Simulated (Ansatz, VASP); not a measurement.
**TaSiO4 in VASP and in Ansatz**

```
CELL_PARAMETERS angstrom
5.53752 0.00000 0.00000
-2.76876 4.79563 0.00000
0.00000 0.00000 2.52510
ATOMIC_POSITIONS crystal
Ta 0.00000 0.00000 0.00000
Si 0.33333 0.66667 0.00000
O 0.66667 0.33333 0.00000
O 0.06157 0.53079 0.50000
O 0.46921 0.53079 0.50000
O 0.46921 0.93843 0.50000
```

Change from the starting cell: species swapped into the TbCuNi4 type (P-6m2, No. 187).

Alike in both runs: functional PBE; k mesh 6 × 6 × 6; occupations gaussian, width 0.1 eV; no spin polarisation.

Ansatz relaxed the structure, and its values are those at the end. VASP's run is a single point on that final structure, the one shown.

|  | VASP | Ansatz |
| --- | --- | --- |
| version | VASP 6.6.1 | Ansatz 0.2.0 |
| potentials or method | VASP PAW PBE potentials, release 64 (Ta_pv, Si, O) | scalar-relativistic, plane waves, PAW |
| plane-wave cutoff (eV) | 520 | 420 |
| valence electrons in the cell | 39 | 41 |

|  | VASP | Ansatz | Ansatz less VASP |
| --- | --- | --- | --- |
| gap on the k mesh at the Fermi level (eV) | none | none | - |
| pressure (GPa) | 0.3 | 0.2 | -0.15 |
| rms of the force components (eV/Å) | 0.019 | 0.000 | -0.0185 |

A gap of «none» marks a metal or a gap that the smearing closes. The two sets of potentials don't hold the same shells in valence.

Caveats: the k mesh is coarse (spacing up to 0.41 Å⁻¹), so the values aren't converged; an odd number of electrons without spin polarisation forces a metal; a magnetic or distorted state may lie lower. Spin-orbit coupling is left out, which matters for the levels of Ta.
